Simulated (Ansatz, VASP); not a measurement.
# CoNi3N in two plane-wave programs

One calculation is typed for both programs; each brings its own data sets. How far apart do they land? The cell is taken from a series of runs on this material, whose earlier steps may have relaxed, scaled, displaced or heated it; both programs get it as it stands.

Program: Ansatz 0.2.0. Level of theory: plane waves, with VASP 6.6.1 beside it; relaxation of cell and atoms at PBE. Results are calculated unless marked as measured.

### Step 1. Starting point

The structure is cubic, space group Pm-3m (No. 221). Conventional cell: a = 3.740 Å, b = 3.740 Å, c = 3.740 Å, α = 90.00°, β = 90.00°, γ = 90.00°. Ni has 2 N at 1.87 Å nearest. Co has 12 Ni at 2.64 Å nearest. N has 6 Ni at 1.87 Å nearest. As first built, before any earlier steps moved the atoms (in the runner's words): invented: Fe3RhN (Pm-3m) with Ni for Fe, Co for Rh. Farther neighbours and most contacts between anions are not listed.

### Step 2. Ansatz: relaxation of cell and atoms, PBE

Ansatz runs on its default PAW (the set named soft_2) files.

The relaxed volume is the usual yardstick between codes: in a stiff, nearly cubic crystal its relative difference is about their pressure difference at one cell divided by the bulk modulus.

File input.yaml:

```yaml
crystal:
  lattice:
    - [3.74001546, 0.0, 0.0]
    - [0.0, 3.74001546, 0.0]
    - [0.0, 0.0, 3.74001546]
  atoms:
    - { symbol: Ni, position: [0.0, 0.5, 0.5], spin: 1.0 }
    - { symbol: Ni, position: [0.5, 0.5, 0.0], spin: 1.0 }
    - { symbol: Ni, position: [0.5, 0.0, 0.5], spin: 1.0 }
    - { symbol: Co, position: [0.0, 0.0, 0.0], spin: 2.0 }
    - { symbol: "N", position: [0.5, 0.5, 0.5] }
magnetization:
  spin_polarized: true
kpoints:
  mp_grid: { grid: [12, 12, 12] }
hamiltonian:
  xc: pbe
scf:
  occupations: { method: fermi_dirac, width: 0.05 }
  lower_state_search: "off"
relax:
  adjacent_minimum: "off"
  f_tol: 0.01
  max_steps: 60
  cell: {}
```

Launch:

```console
$ ansatz run input.yaml --threads 2 --pin off --max-ram 5120MiB --backend cpu --events-out ev --progress --plain --runs-dir out
```

Numbers of over 12 decimals in the logs are rounded to 6 here.

Log:

```text
Engine: ansatz 0.2.0, aarch64-unknown-linux-gnu
Pseudopotentials: kind: paw
Pseudopotential: Ni, paw, valence charge 18, recommended cutoff 420 eV (normal), Ni.paw.azcp
Pseudopotential: Co, paw, valence charge 17, recommended cutoff 420 eV (normal), Co.paw.azcp
Pseudopotential: N, paw, valence charge 5, recommended cutoff 420 eV (normal), N.paw.azcp
Functional definition: PBE
  parameter kappa = 0.804
  parameter beta = 0.066725
  exchange = pbe_x(kappa = kappa, mu = beta*pi^2/3)
  correlation = pbe_c(beta = beta)
Crystal: 5 atoms, lattice volume = 52.314 Å³
Basis set: ecut = 420 eV, 1021 PW (Γ), exchange–correlation on 50×50×50 points (8 copies of the dense FFT grid, shifted against one another)
Bands: 49, of which v1, the nominal top of the filled ones, is band 38 counted from 1 (37 counted from 0)
Symmetry: 48 space group operations
Space group: Pm-3m (ITA 221), of the structure as read, at distance tolerance 3.7e-5 Å
Magnetic group: BNS 221.92 (UNI 1594), of the structure as read, at distance tolerance 3.7e-5 Å
k-points: 84 of 1728
Non-local potential: Ni, projectors of the file, l = 0: 3, l = 1: 2, l = 2: 3, l = 3: 1
Non-local potential: Co, projectors of the file, l = 0: 3, l = 1: 2, l = 2: 3, l = 3: 1
Non-local potential: N, projectors of the file, l = 0: 2, l = 1: 2, l = 2: 1
PAW form: soft (Blöchl's): semilocal exchange-correlation on the pseudo side does not see the compensation charge
PAW one-centre angular grid: Ni, 590 points (default); XC on 64 Gauss nodes
PAW one-centre angular grid: Co, 590 points (default); XC on 64 Gauss nodes
PAW one-centre angular grid: N, 110 points (default); XC on 64 Gauss nodes
Initial density: superposition of atomic densities (chi_scale 0.1, normalization cell, long waves kept (reshape's long-wave potential 0.02 eV rms))
Starting moments: Σ|m| = 5 μB on 4 of 5 sites
Initial wavefunctions: pseudopotential atomic-orbital guess
Functional: x = pbe(κ = 0.804, μ = 0.219515), c = pbe(β = 0.066725)
SCF iter   1: F=—  HF=-23029.865101 eV  |F-HF|=—  |Δ(HF+E_count)|=         —  Δρ=1.53e-1 (↑5.92e-2 ↓1.53e-1)  dr2=1.52e1  dr2_m=1.64e0  M=2.777 μB ∫|m|=2.847 μB  β_m=0.30  ethr=3.10e-3  ⟨swp⟩=5.7  Hψ=26291  notcnv=0  defer=21
preconditioner: auto → Kerker (q_TF=auto, 2.904 Å⁻¹)  [metal: Δε(μ)=0.002 eV  Ē_g=9.918 eV  σ=0.050 eV  W_gap=0.01  n_scr=18 (ndim 8)  ℏωp=34.1 eV  f_vac=0.000  D(μ)=7.92/eV (n_scr^D=122)]
spin=Collinear: Kerker preconditioning applied to the charge; magnetization (m = ρ↑ − ρ↓) channel mixes plain (no charge-response kernel on spin).
SCF iter   2: F=—  HF=-23029.627303 eV  |F-HF|=—  |Δ(HF+E_count)|=   2.38e-1  Δρ=2.48e-1 (↑3.77e-2 ↓2.48e-1)  dr2=3.27e1  dr2_m=5.76e0  M=3.728 μB ∫|m|=3.868 μB  β_m=0.30  ethr=3.10e-3  ⟨swp⟩=3.0  Hψ=17779  notcnv=0  defer=531
SCF iter   3: F=—  HF=-23028.817010 eV  |F-HF|=—  |Δ(HF+E_count)|=   8.10e-1  Δρ=1.19e-1 (↑4.35e-2 ↓1.19e-1)  dr2=1.01e1  dr2_m=1.26e0  M=2.902 μB ∫|m|=3.045 μB  β_m=0.30  ethr=3.10e-3  ⟨swp⟩=2.9  Hψ=16034  notcnv=0  defer=512
SCF iter   4: F=—  HF=-23028.440951 eV  |F-HF|=—  |Δ(HF+E_count)|=   3.76e-1  Δρ=4.59e-2 (↑1.87e-2 ↓4.59e-2)  dr2=4.58e-1  dr2_m=3.74e-1  M=3.242 μB ∫|m|=3.390 μB  β_m=0.30  ethr=3.10e-3  ⟨swp⟩=2.0  Hψ=10064  notcnv=0  defer=518
SCF iter   5: F=—  HF=-23028.408496 eV  |F-HF|=—  |Δ(HF+E_count)|=   3.25e-2  Δρ=1.90e-2 (↑1.90e-2 ↓1.19e-2)  dr2=2.34e-1  dr2_m=5.52e-2  M=3.186 μB ∫|m|=3.349 μB  β_m=0.30  ethr=6.02e-4  ⟨swp⟩=2.3  Hψ=11300  notcnv=0  defer=518
SCF iter   6: F=—  HF=-23028.435468 eV  |F-HF|=—  |Δ(HF+E_count)|=   2.70e-2  Δρ=3.74e-2 (↑1.03e-2 ↓3.74e-2)  dr2=3.64e-1  dr2_m=2.61e-1  M=3.242 μB ∫|m|=3.420 μB  β_m=0.30  ethr=3.07e-4  ⟨swp⟩=2.0  Hψ=9245  notcnv=0  defer=522
SCF iter   7: F=—  HF=-23028.453801 eV  |F-HF|=—  |Δ(HF+E_count)|=   1.83e-2  Δρ=1.93e-2 (↑9.99e-3 ↓1.93e-2)  dr2=5.33e-2  dr2_m=9.87e-2  M=3.176 μB ∫|m|=3.366 μB  β_m=0.30  ethr=3.07e-4  ⟨swp⟩=2.0  Hψ=9301  notcnv=0  defer=525
SCF iter   8: F=—  HF=-23028.471363 eV  |F-HF|=—  |Δ(HF+E_count)|=   1.76e-2  Δρ=2.20e-2 (↑6.69e-3 ↓2.20e-2)  dr2=1.26e-1  dr2_m=9.40e-2  M=3.157 μB ∫|m|=3.355 μB  β_m=0.30  ethr=7.02e-5  ⟨swp⟩=1.5  Hψ=8211  notcnv=0  defer=525
SCF iter   9: F=—  HF=-23028.481401 eV  |F-HF|=—  |Δ(HF+E_count)|=   1.00e-2  Δρ=7.95e-3 (↑7.95e-3 ↓6.96e-3)  dr2=4.88e-3  dr2_m=2.53e-2  M=3.095 μB ∫|m|=3.296 μB  β_m=0.30  ethr=7.02e-5  ⟨swp⟩=2.0  Hψ=9482  notcnv=0  defer=525
SCF iter  10: F=—  HF=-23028.489751 eV  |F-HF|=—  |Δ(HF+E_count)|=   8.35e-3  Δρ=1.09e-2 (↑5.39e-3 ↓1.09e-2)  dr2=1.58e-2  dr2_m=3.15e-2  M=3.095 μB ∫|m|=3.299 μB  β_m=0.30  ethr=6.42e-6  ⟨swp⟩=1.2  Hψ=8382  notcnv=0  defer=525
SCF iter  11: F=—  HF=-23028.497515 eV  |F-HF|=—  |Δ(HF+E_count)|=   7.76e-3  Δρ=1.30e-2 (↑3.34e-3 ↓1.30e-2)  dr2=4.79e-2  dr2_m=3.06e-2  M=3.087 μB ∫|m|=3.293 μB  β_m=0.30  ethr=6.42e-6  ⟨swp⟩=1.0  Hψ=7755  notcnv=0  defer=525
[...]
SCF iter   4: F=—  HF=-23028.516493 eV  |F-HF|=—  |Δ(HF+E_count)|=   8.26e-8  Δρ=6.53e-5 (↑4.24e-5 ↓6.53e-5)  dr2=3.21e-6  dr2_m=6.79e-7  M=2.957 μB ∫|m|=3.150 μB  β_m=0.36  ethr=1.14e-8  ⟨swp⟩=1.0  Hψ=8232  notcnv=0
SCF iter   5: F=-23028.516493 eV  HF=-23028.516493 eV  |F-HF|=3.27e-8  |Δ(HF+E_count)|=   4.14e-8  Δρ=1.15e-5 (↑9.29e-6 ↓1.15e-5)  dr2=5.44e-8  dr2_m=4.45e-8  M=2.957 μB ∫|m|=3.150 μB  ethr=5.26e-10  ⟨swp⟩=2.7  Hψ=25948  notcnv=0
SCF 2 converged in 5 iterations: F = -23028.516493 eV  dr2 = 5.44e-8
relax step   2: F+E_penalty+E_count = -23028.51649295 eV  Δ(F+E_penalty+E_count) = -3.257e-6 eV  max|allowed force component| = 3.103e-29 eV/Å  Δτ_max = 0.0000 Å  P = +0.204 GPa  Ω = 52.364 Å³  energy of the carried Pulay correction = -9.000e-5 eV  (5 SCF iters, dr2 threshold 4.00e-7 eV, accepted)
[...]
relax step   3: F+E_penalty+E_count = -23028.51643251 eV  Δ(F+E_penalty+E_count) = +6.044e-5 eV  max|allowed force component| = 1.862e-29 eV/Å  Δτ_max = 0.0000 Å  P = +0.001 GPa  Ω = 52.415 Å³  energy of the carried Pulay correction = -1.834e-4 eV  (7 SCF iters, dr2 threshold 1.04e-7 eV, accepted)
[...]
relax step   4: F+E_penalty+E_count = -23028.51660853 eV  Δ(F+E_penalty+E_count) = -1.760e-4 eV  max|allowed force component| = 2.696e-29 eV/Å  Δτ_max = 0.0000 Å  P = +0.005 GPa  Ω = 52.415 Å³  stress off target by 4.94e-3 GPa  SCF on the basis re-selected at this cell (its energy is not comparable with the rows above)  (9 SCF iters)
basis re-selected at this cell: Δ(F+E_penalty+E_count) = -1.760e-4 eV, ΔP = +0.004 GPa vs the last step (what re-selecting the basis moved, of the pressure what is left beyond the Pulay correction that the steps carried, after the strain that the cell walked since its last selection, with what the two solves' SCF thresholds leave and, on support functions, any second-order correction that the steps lacked; it is no measure of the basis error at this ecutwfc). The dense FFT grid was sized anew with the basis: this SCF ran on 27×27×27 points, the steps before it on 25×25×25, so part of this shift can come from that change (see relax.cell in the input reference). [rest of the remark cut]
SCF converged after 9 iterations
Magnetization: 2.9588 μB (39.4794 up, 36.5206 down)
Absolute magnetization: 3.1533 μB (∫|ρ↑−ρ↓|, with the PAW one-centre terms)
Spin contamination: 0.0665 ħ² per cell (⟨S²⟩ above its minimum at these occupations)
Per-site moments (μB) at R_I (Å): [(0.329535, 0.771874), (0.329535, 0.771874), (0.329535, 0.771874), (1.992679, 1.091595), (0.025775, 0.771874)]
Free energy (F): -23028.516609 eV
Harris-Foulkes:  -23028.516609 eV  (|F-HF|=4.73e-11)
Internal energy: -23028.462703 eV  (E = F + TS)
E sigma→0 (E₀):  -23028.489656 eV
Entropy (-TS):   -0.053906 eV (-10.781 meV/atom)
Fermi energy:    16.608859 eV
--- Per-component energies (eV) ---
  E_band       = -1191.817232
  E_kinetic    = 1426.771730
  E_local      = -14158.927243  (includes V_loc(G=0)·N_el)
  E_nonlocal   = 2420.143094
  E_hartree    = 5910.535913
  E_xc         = -470.370242
  E_vxc        = -605.535963  (∫ρ·V_xc dr)
  E_paw        = -6538.870107  (= ΣΔE_a)
  E_vpaw       = -2095.341809  (= ΣTr[D̂ρ^β])
  E_aug_tail   = 0.001164  (compensation charges beyond the density's cutoff)
  E_ewald      = -11617.747011
  E_smearing   = -0.053906  (= −TS)
  E_closure    = -0.000000  (closes the sum)
  Σ components = -23028.516609   (vs F -23028.516609, Δ=0.00e0)
--- Forces (eV/Å), atoms counted from 1 ---
  atom   1  Ni    -0.00000000     0.00000000    -0.00000000
  atom   2  Ni     0.00000000    -0.00000000     0.00000000
  atom   3  Ni     0.00000000     0.00000000    -0.00000000
  atom   4  Co     0.00000000     0.00000000     0.00000000
  atom   5  N      0.00000000    -0.00000000     0.00000000
  max |Σ_I F_I| component: 2.30e-29 eV/Å
--- Stress (GPa, compression-positive) ---
        0.004936       0.000000       0.000000
        0.000000       0.004936       0.000000
        0.000000       0.000000       0.004936
  P = ⅓ Tr σ = 0.0049 GPa (0.049 kbar)
--- Relaxed structure (3 steps of the walk, 3 accepted, 1 SCFs on fresh bases) ---
  F+E_penalty+E_count = -23028.51660853 eV   max|allowed force component| = 2.696e-29 eV/Å   (the final SCF, on the basis selected at the relaxed cell)
  cell:  # Å, volume = 52.4153 Å³
    - [3.742421, 0, 0]
    - [0, 3.742421, 0]
    - [0, 0, 3.742421]
  atoms:
    - { symbol: Ni, position: [0, 0.5, 0.5] }
    - { symbol: Ni, position: [0.5, 0.5, 0] }
    - { symbol: Ni, position: [0.5, 0, 0.5] }
    - { symbol: Co, position: [0, 0, 0] }
    - { symbol: N, position: [0.5, 0.5, 0.5] }
```

(Continued in part 2 of 2.)

[Lines on the potential files, build, host, timing and source positions are cut from VASP's logs without a mark.]

[Logs are printed without paths, hosts, clocks, repeated set-up lines and the standing remarks that a program may print on its own settings, such as how far it seeks lower states.]

[Hosts, paths, dates, database ids (printed as entryN), source tags and the programs' standing remarks are cut or masked in the printed files.]
